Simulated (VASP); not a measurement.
Output of a VASP run:

File OSZICAR:
```
       N       E                     dE             d eps       ncg     rms          rms(c)
DAV:   1     0.530417487323E+02    0.53042E+02   -0.54564E+03  1608   0.107E+03
DAV:   2    -0.125312798801E+02   -0.65573E+02   -0.61538E+02  1611   0.215E+02
DAV:   3    -0.157256122805E+02   -0.31943E+01   -0.31164E+01  1815   0.557E+01
DAV:   4    -0.158030418221E+02   -0.77430E-01   -0.77336E-01  1954   0.902E+00
DAV:   5    -0.158057001589E+02   -0.26583E-02   -0.26581E-02  1930   0.167E+00    0.150E+01
DAV:   6    -0.201120109768E+02   -0.43063E+01   -0.68736E+01  1722   0.143E+02    0.211E+01
DAV:   7    -0.138392276184E+02    0.62728E+01   -0.28950E+01  1797   0.104E+02    0.301E+00
DAV:   8    -0.139062255005E+02   -0.66998E-01   -0.94782E-01  1695   0.755E+00    0.156E+00
DAV:   9    -0.138866697385E+02    0.19556E-01   -0.51938E-02  2392   0.349E+00    0.380E-01
DAV:  10    -0.138858080730E+02    0.86167E-03   -0.36975E-03  1797   0.480E-01    0.137E-01
DAV:  11    -0.138857918611E+02    0.16212E-04   -0.13013E-04  1956   0.122E-01    0.655E-02
DAV:  12    -0.138857821454E+02    0.97157E-05   -0.99561E-05  2404   0.122E-01    0.169E-02
DAV:  13    -0.138857815688E+02    0.57659E-06   -0.98129E-06  1944   0.487E-02
   1 F= -.13885782E+02 E0= -.13885318E+02  d E =-.138858E+02
       N       E                     dE             d eps       ncg     rms          rms(c)
DAV:   1    -0.138862217053E+02   -0.43956E-03   -0.53687E-03  1728   0.140E+00    0.189E-01
DAV:   2    -0.138872690542E+02   -0.10473E-02   -0.14901E-02  1773   0.222E+00    0.313E-01
DAV:   3    -0.138858053713E+02    0.14637E-02   -0.73256E-03  1773   0.156E+00    0.341E-02
DAV:   4    -0.138857927783E+02    0.12593E-04   -0.11623E-04  1680   0.949E-02    0.135E-02
DAV:   5    -0.138857914902E+02    0.12881E-05   -0.56522E-06  1774   0.320E-02    0.734E-03
DAV:   6    -0.138857912681E+02    0.22203E-06   -0.10115E-06   924   0.104E-02
   2 F= -.13885791E+02 E0= -.13885329E+02  d E =-.969934E-05
```

File OUTCAR:
```
------------------------ aborting loop because EDIFF is reached ----------------------------------------
  FORCE on cell =-STRESS in cart. coord.  units (eV):
  Direction    XX          YY          ZZ          XY          YZ          ZX
  --------------------------------------------------------------------------------------
  Total        0.0126374      0.0126374      0.0126374      0.0000000      0.0000000      0.0000000
  in kB        0.6859212      0.6859212      0.6859212      0.0000000      0.0000000      0.0000000
  external PRESSURE =       0.6859212 kB  Pullay stress =       0.0000000 kB
  volume of cell :       29.52
      direct lattice vectors                 reciprocal lattice vectors
     0.000000000  2.452946877  2.452946877    -0.203836457  0.203836457  0.203836457
     2.452946877 -0.000000000  2.452946877     0.203836457 -0.203836457  0.203836457
     2.452946877  2.452946877  0.000000000     0.203836457  0.203836457 -0.203836457
 POSITION                                       TOTAL-FORCE (eV/Angst)
 -----------------------------------------------------------------------------------
      0.00000      0.00000      0.00000         0.000000      0.000000      0.000000
      1.22647      1.22647      1.22647        -0.000000     -0.000000     -0.000000
 -----------------------------------------------------------------------------------
    total drift:                                0.000002      0.000002      0.000002
  FREE ENERGIE OF THE ION-ELECTRON SYSTEM (eV)
  ---------------------------------------------------
  free  energy   TOTEN  =       -13.8857912681 eV

  energy  without entropy=      -13.8844047139  energy(sigma->0) =      -13.88532908

 reached required accuracy - stopping structural energy minimisation
```
(Selected blocks of OUTCAR.)

POSCAR:
```
CoP
1
    0.0000000000     2.4541910251     2.4541910251
    2.4541910251     0.0000000000     2.4541910251
    2.4541910251     2.4541910251    -0.0000000000
Co P
1 1
Direct
  0.0000000000   0.0000000000   0.0000000000
  0.2500000000   0.2500000000   0.2500000000
```

Q: Write an INCAR and KPOINTS that could have produced this output.

A: This is not unique; one that fits is the input of the run itself, PBEsol GGA, plane waves, VASP's PBE PAW potentials (set 64).

**INCAR**
```
SYSTEM = CoP
PREC = Accurate
ENCUT = 400
EDIFF = 1E-6
NELM = 100
ALGO = Normal
LREAL = .FALSE.
LASPH = .TRUE.
ISMEAR = 1
SIGMA = 0.1
GGA = PS
LMAXMIX = 4
LWAVE = .FALSE.
LCHARG = .FALSE.
IBRION = 2
ISIF = 3
NSW = 60
EDIFFG = -0.01
```

### KPOINTS
```
Automatic mesh
0
Gamma
12 12 12
0 0 0
```

POTCAR, in this order: Co P (PBE.64 set). Program: vasp_std.

The structure was generated: CoP was put into the zinc blende type (F-43m), which need not be its known phase. This run relaxes it. Symmetry was kept, so distortions that lower it aren't found. The start is the result of an earlier pass. The run is not spin-polarised, so no magnetic state was tried.
